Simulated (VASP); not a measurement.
# TaMo2C3 (P-6m2) in VASP: density of states with PBE

Aim: the density of states of TaMo2C3 with PBE.

All numbers are computed with VASP 6.6.1; they aren't measurements. Logs are shortened: lines on timing, memory, paths and dates and some standing lists are left out, and cuts for length are marked.

## 1. The crystal as given

The structure is hexagonal, space group P-6m2 (No. 187). The conventional cell has a = 2.958 Å, b = 2.958 Å, c = 8.553 Å, α = 90.00°, β = 90.00°, γ = 120.00°. Ta (site symmetry -6m2) has 6 C at 2.27 Å as nearest neighbours. Mo (site symmetry 3m) is surrounded by 6 C at 2.19 to 2.21 Å. Around C (site symmetry 3m) lie 3 Mo at 2.19 Å and 3 Ta at 2.27 Å. C (site symmetry -6m2) is surrounded by 6 Mo at 2.21 Å.

The cell was built by a generator and needn't be a form met in nature.

## 2. Density of states, PBE

Input file POSCAR:

```
TaMo2C3                                 
1.0
    2.9579734963      0.0000000000      0.0000000000
   -1.4789867532      2.5616801910     -0.0000000000
   -0.0000000000      0.0000000000      8.5529653229
  Ta              Mo              C             
     1     2     3
Direct
     0.0000000000000000    0.0000000000000000    0.0000000000000000
     0.0000000000000000    1.0000000000000000    0.3352248092018958
     0.0000000000000000    0.0000000000000000    0.6647751907981042
     0.3333333300000021    0.6666666699999979    0.1755300288470991
     0.3333333300000021    0.6666666699999979    0.8244699711529009
     0.3333333300000021    0.6666666699999979    0.5000000000000000
```

Input file INCAR.step1:

```
ALGO = Normal ; EDIFF = 1E-7
ENCUT = 520 ; GGA = PE
ISIF = 2 ; ISMEAR = 0
KPAR = 4 ; LASPH = True
LCHARG = True ; LMAXMIX = 4
LREAL = False ; LWAVE = False
NELM = 100 ; PREC = Accurate
SIGMA = 0.1
```

Input file KPOINTS.step1:

```
k-points
0
Gamma
  12 12 4
```

Input file INCAR.step2:

```
ALGO = Normal ; EDIFF = 1E-7
ENCUT = 520 ; GGA = PE
ICHARG = 11 ; ISIF = 2
ISMEAR = -5 ; KPAR = 4
LASPH = True ; LCHARG = False
LMAXMIX = 4 ; LORBIT = 10
LREAL = False ; LWAVE = False
NEDOS = 2001 ; NELM = 100
PREC = Accurate ; SIGMA = 0.1
```

Input file KPOINTS.step2:

```
k-points
0
Gamma
  18 18 6
```

Potentials or basis: VASP PAW PBE potentials, release 64 (Ta_pv, Mo_sv, C).

On the command line:

```
cat potpaw_PBE.64/Ta_pv/POTCAR potpaw_PBE.64/Mo_sv/POTCAR potpaw_PBE.64/C/POTCAR > POTCAR
cp INCAR.step1 INCAR
cp KPOINTS.step1 KPOINTS
mpirun -np 4 vasp_std > vasp.out
cp INCAR.step2 INCAR
cp KPOINTS.step2 KPOINTS
mpirun -np 4 vasp_std > vasp.out
```

OUTCAR:

```text
EDIFF = 1E-7
   ENCUT = 520
   GGA = PE
   ICHARG = 11
   ISIF = 2
   ISMEAR = -5
   LASPH = True
   LORBIT = 10
   LREAL = False
   NELM = 100
   PREC = Accurate

 ion  position               nearest neighbor table
   1  0.000  0.000  0.000-   4 2.27   5 2.27   4 2.27   5 2.27   4 2.27   5 2.27   2 2.87   3 2.87

   2  0.000  0.000  0.335-   4 2.19   4 2.19   4 2.19   6 2.21   6 2.21   6 2.21   3 2.82   1 2.87

   3  0.000  0.000  0.665-   5 2.19   5 2.19   5 2.19   6 2.21   6 2.21   6 2.21   2 2.82   1 2.87

   4  0.333  0.667  0.176-   2 2.19   2 2.19   2 2.19   1 2.27   1 2.27   1 2.27
   5  0.333  0.667  0.824-   3 2.19   3 2.19   3 2.19   1 2.27   1 2.27   1 2.27
   6  0.333  0.667  0.500-   2 2.21   3 2.21   2 2.21   3 2.21   2 2.21   3 2.21

  LATTYP: Found a hexagonal cell.
 ALAT       =     2.9579734963
 C/A-ratio  =     2.8914949149

  Lattice vectors:

 A1 = (   2.9579734963,   0.0000000000,   0.0000000000)
 A2 = (  -1.4789867532,   2.5616801910,   0.0000000000)
 A3 = (   0.0000000000,   0.0000000000,   8.5529653229)

Analysis of symmetry for initial positions (statically):
=====================================================================
 Subroutine PRICEL returns:
 Original cell was already a primitive cell.

 Routine SETGRP: Setting up the symmetry group for a
 hexagonal supercell.

 Subroutine GETGRP returns: Found 12 space group operations
 (whereof 12 operations were pure point group operations)
 out of a pool of 24 trial point group operations.

The static configuration has the point symmetry D_3h.

Analysis of symmetry for dynamics (positions and initial velocities):
=====================================================================
 Subroutine PRICEL returns:
 Original cell was already a primitive cell.

 Routine SETGRP: Setting up the symmetry group for a
 hexagonal supercell.

 Subroutine GETGRP returns: Found 12 space group operations
 (whereof 12 operations were pure point group operations)
 out of a pool of 24 trial point group operations.

The dynamic configuration has the point symmetry D_3h.

 Subroutine INISYM returns: Found 12 space group operations
 (whereof 12 operations are pure point group operations),
 and found     1 'primitive' translations

----------------------------------------------------------------------------------------

                                     Primitive cell

  volume of cell :      64.8091

  direct lattice vectors                    reciprocal lattice vectors
     2.957973496  0.000000000  0.000000000     0.338069290  0.195184396  0.000000000
    -1.478986753  2.561680191  0.000000000     0.000000000  0.390368791  0.000000000
     0.000000000  0.000000000  8.552965323     0.000000000  0.000000000  0.116918514

  length of vectors
     2.957973496  2.957973498  8.552965323     0.390368792  0.390368791  0.116918514

  position of ions in fractional coordinates (direct lattice)
     0.000000000  0.000000000  0.000000000
     0.000000000  0.000000000  0.335224809
     0.000000000  0.000000000  0.664775191
     0.333333330  0.666666670  0.175530029
     0.333333330  0.666666670  0.824469971
     0.333333330  0.666666670  0.500000000

  ion indices of the primitive-cell ions
   primitive index   ion index
                 1           1
                 2           2
                 3           3
                 4           4
                 5           5
                 6           6

----------------------------------------------------------------------------------------

 KPOINTS: k-points

Automatic generation of k-mesh.
 Grid dimensions read from file:
 generate k-points for:   18   18    6

 Generating k-lattice:

  Cartesian coordinates                     Fractional coordinates (reciprocal lattice)
     0.018781627  0.010843578  0.000000000     0.055555556 -0.000000000  0.000000000
     0.000000000  0.021687155  0.000000000     0.000000000  0.055555556  0.000000000
     0.000000000  0.000000000  0.019486419     0.000000000  0.000000000  0.166666667

  Length of vectors
     0.021687155  0.021687155  0.019486419

  Shift w.r.t. Gamma in fractional coordinates (k-lattice)
     0.000000000  0.000000000  0.000000000

 TETIRR: Found   1977 inequivalent tetrahedra from    11664

 Subroutine IBZKPT returns following result:
 ===========================================

 Found    148 irreducible k-points:

 Following reciprocal coordinates:
            Coordinates               Weight
  0.000000  0.000000  0.000000      1.000000
  0.055556  0.000000  0.000000      6.000000
  0.111111  0.000000  0.000000      6.000000
  0.166667  0.000000  0.000000      6.000000
  0.222222 -0.000000  0.000000      6.000000
  0.277778  0.000000  0.000000      6.000000
[... 16 lines left out ...]
  0.333333  0.111111  0.000000     12.000000
  0.388889  0.111111  0.000000     12.000000
 [... further k-points ...]
   k-points           NKPTS =    148   k-points in BZ     NKDIM =    148   number of bands    NBANDS=     30
   number of dos      NEDOS =   2001   number of ions     NIONS =      6
   total plane-waves  NPLWV =  36864
   dimension x,y,z NGX =    24 NGY =   24 NGZ =   64
   dimension x,y,z NGXF=    48 NGYF=   48 NGZF=  128
   ions per type =               1   2   3
   NGX,Y,Z   is equivalent  to a cutoff of  13.49, 13.49, 12.44 a.u.
   NGXF,Y,Z  is equivalent  to a cutoff of  26.98, 26.98, 24.88 a.u.
 SYSTEM =  unknown system
   PREC   = accura    normal or accurate (medium, high low for compatibility)
   ISTART =      0    job   : 0-new  1-cont  2-samecut
   ICHARG =     11    charge: 1-file 2-atom 10-const
   ISPIN  =      1    spin polarized calculation?
   LNONCOLLINEAR =      F non collinear calculations
   LSORBIT =      F    spin-orbit coupling
   LASPH  =      T    aspherical Exc in radial PAW
   ENCUT  =  520.0 eV  38.22 Ry    6.18 a.u.   5.50  5.50 15.90*2*pi/ulx,y,z
   NELM   =    100;   NELMIN=  2; NELMDL=  0     # of ELM steps
   EDIFF  = 0.1E-06   stopping-criterion for ELM
   LREAL  =      F    real-space projection
   EDIFFG = 0.1E-05   stopping-criterion for IOM
   NSW    =      0    number of steps for IOM
   IBRION =     -1    ionic relax: 0-MD 1-quasi-New 2-CG
   NFREE  =      0    steps in history (QN), initial steepest desc. (CG)
   ISIF   =      2    stress and relaxation
   ISYM   =      2    0-nonsym 1-usesym 2-fastsym
   POTIM  = 0.5000    time-step for ionic-motion
   TEBEG  =    0.0;   TEEND  =   0.0 temperature during run
   PSTRESS=    0.0 pullay stress
   NELECT =      51.0000    total number of electrons
   NUPDOWN=      -1.0000    fix difference up-down
   EMIN   =  10.00;   EMAX   =-10.00  energy-range for DOS
   EFERMI =   0.00;   METHOD = LEGACY
   ISMEAR =    -5;   SIGMA  =   0.10  broadening in eV -4-tet -1-fermi 0-gaus
   EFERMI_NEDOS =   21; number of points for ismear=-14 and -15
   IALGO  =     38    algorithm
   IMIX   =      4    mixing-type and parameters
     AMIX     =   0.40;   BMIX     =  1.00
     AMIX_MAG =   1.60;   BMIX_MAG =  1.00
  volume/ion in A,a.u.               =      10.80        72.89
  Fermi-wavevector in a.u.,A,eV,Ry     =   1.511424  2.856177 31.081175  2.284402
  Thomas-Fermi vector in A             =   2.621483
   LORBIT       =     10    0 simple, 1 ext, 2 COOP (PROOUT), +10 PAW based schemes
   GGA     = PE    functional components
   LHFCALC =     F    Hartree Fock is set to
   AEXX    =    0.0000 exact exchange contribution
   IVDW    =     0    specifies the selected vdW correction
   LEPSILON=     F    determine dielectric tensor
   LRPA    =     F    only Hartree local field effects (RPA)
 non-spin polarized calculation
 Fermi weights with tetrahedron method with Bloechl corrections
  energy-cutoff  :      520.00
  volume of cell :       64.81
 maximum number of plane-waves:      1790
 NGX is ok and might be reduce to    24

 number of electron      51.0000007 magnetization

 Free energy of the ion-electron system (eV)
  ---------------------------------------------------
  ext. energy  EPLUGINS =         0.00000000
  ---------------------------------------------------
  free energy    TOTEN  =       -62.20804432 eV

  energy without entropy =      -62.20804432  energy(sigma->0) =      -62.20804432

 E-fermi :   9.6536     XC(G=0): -13.3306

 val. band max:        9.6974965802   @ k =   0.4444   0.1111   0.0000
 cond. band min:       9.6514494953   @ k =   0.3333   0.1667   0.3333
 fundamental gap:     -0.0460470849
 Fermi energy:         9.6536249754

 k-point     1 :       0.0000    0.0000    0.0000
  band No.  band energies     occupation
      1     -51.1622      2.00000
      2     -51.1200      2.00000
      3     -25.5104      2.00000
      4     -25.1813      2.00000
      5     -24.9102      2.00000
      6     -24.9102      2.00000
[... 22 lines left out ...]
     29      11.9595      0.00000
     30      12.5127      0.00000

 k-point     2 :       0.0556    0.0000    0.0000
  band No.  band energies     occupation
      1     -51.1594      2.00000
      2     -51.1173      2.00000
      3     -25.5059      2.00000
      4     -25.1773      2.00000
      5     -24.9335      2.00000
      6     -24.9154      2.00000
[... 22 lines left out ...]
     29      12.1172      0.00000
     30      12.6747      0.00000

 k-point     3 :       0.1111    0.0000    0.0000
  band No.  band energies     occupation
      1     -51.1513      2.00000
      2     -51.1094      2.00000
      3     -25.4927      2.00000
      4     -25.1658      2.00000
      5     -25.0000      2.00000
      6     -24.9565      2.00000
[... 682 lines left out ...]
     29      12.8320      0.00000
     30      13.3397      0.00000

 k-point    24 :       0.3889    0.1111    0.0000
  band No.  band energies     occupation
      1     -51.0685      2.00000
      2     -51.0282      2.00000
      3     -25.6009      2.00000
      4     -25.5343      2.00000
      5     -25.3562      2.00000
      6     -25.1297      2.00000
[... 22 lines left out ...]
     29      13.1027      0.00000
     30      13.3318      0.00000

 [... further k-points ...]
[... 5 lines left out ...]
  --------------------------------------------------------------------------------------
  -------------------------------------------------------------------------------------
  Total        0.1892618      0.1892618     -0.2990664     -0.0000000      0.0000000      0.0000000
  in kB        4.6788341      4.6788341     -7.3933678     -0.0000000      0.0000000      0.0000000
  external PRESSURE =       0.6547668 kB  Pullay stress =       0.0000000 kB

 VOLUME and BASIS-vectors are now :
 -----------------------------------------------------------------------------
  energy-cutoff  :      520.00
  volume of cell :       64.81
      direct lattice vectors                 reciprocal lattice vectors
     2.957973496  0.000000000  0.000000000     0.338069290  0.195184396  0.000000000
    -1.478986753  2.561680191  0.000000000     0.000000000  0.390368791  0.000000000
     0.000000000  0.000000000  8.552965323     0.000000000  0.000000000  0.116918514

 POSITION                                       TOTAL-FORCE (eV/Angst)
 -----------------------------------------------------------------------------------
      0.00000      0.00000      0.00000         0.000000     -0.000000      0.000000
      0.00000      0.00000      2.86717        -0.000000     -0.000000     -0.007179
      0.00000      0.00000      5.68580         0.000000     -0.000000      0.007179
     -0.00000      1.70779      1.50130         0.000000     -0.000000      0.015517
     -0.00000      1.70779      7.05166         0.000000     -0.000000     -0.015517
     -0.00000      1.70779      4.27648        -0.000000      0.000000      0.000000
 -----------------------------------------------------------------------------------
    total drift:                                0.000043     -0.000025      0.000000

  FREE ENERGIE OF THE ION-ELECTRON SYSTEM (eV)
  ---------------------------------------------------
  free  energy   TOTEN  =       -62.2080443177 eV

  energy  without entropy=      -62.2080443177  energy(sigma->0) =      -62.20804432

 total charge

# of ion       s       p       d       tot
------------------------------------------
    1        0.333   6.260   2.424   9.017
    2        2.322   6.265   3.961  12.548
    3        2.322   6.265   3.961  12.548
    4        0.867   1.529   0.000   2.396
    5        0.867   1.529   0.000   2.396
    6        0.870   1.505   0.000   2.375
--------------------------------------------------
tot          7.583  23.352  10.346  41.281
```

Run time: 86 s. Hardware: 4 MPI ranks of Intel Xeon Platinum 8259CL at 2.50GHz (Skylake/Cascade Lake), shared host; peak memory 0.39 GiB.

Results:

- Valence electrons inside the program's atomic spheres: Ta 9.02; Mo 12.55; C 2.40, 2.38

Levels at points of the mesh, in eV from the Fermi level:
```tsv
k point	band 24	band 25	band 26	band 27	band 28	band 29
(0.00, 0.00, 0.00)	0.38	0.38	0.45	0.45	0.83	2.31
(0.50, 0.00, 0.00)	0.02	0.38	0.54	2.59	3.17	3.42
(0.00, 0.00, 0.50)	0.07	0.07	0.85	1.01	1.44	1.44
(0.50, 0.00, 0.50)	-1.11	-1.02	1.00	2.99	3.02	3.65
```

States per cell in windows of 1 eV (zero at the Fermi level; states under -8 eV left out):
```csv
from (eV),total,Mo2_d,Mo3_d,Ta1_d,C6_p,C4_p,C5_p
-8.0,0.00,0.00,0.00,0.00,0.00,0.00,0.00
-7.0,0.22,0.02,0.02,0.01,0.01,0.01,0.01
-6.0,4.13,0.52,0.52,0.26,0.29,0.26,0.26
-5.0,2.30,0.31,0.31,0.21,0.17,0.16,0.16
-4.0,3.66,0.56,0.56,0.32,0.26,0.27,0.27
-3.0,5.46,0.92,0.92,0.51,0.43,0.39,0.39
-2.0,3.12,0.53,0.53,0.27,0.18,0.27,0.27
-1.0,4.18,0.84,0.84,0.67,0.15,0.15,0.15
0.0,1.46,0.27,0.27,0.32,0.03,0.05,0.05
1.0,1.23,0.37,0.37,0.24,0.01,0.01,0.01
2.0,2.78,0.80,0.80,0.51,0.07,0.06,0.06
3.0,3.52,1.10,1.10,0.26,0.15,0.11,0.11
4.0,0.02,0.00,0.00,0.00,0.00,0.00,0.00
5.0,0.00,0.00,0.00,0.00,0.00,0.00,0.00
6.0,0.00,0.00,0.00,0.00,0.00,0.00,0.00
```

Caveat: tetrahedron occupations give inexact forces and stress in metals. The run has no spin-orbit coupling, so splittings on Ta are missing.
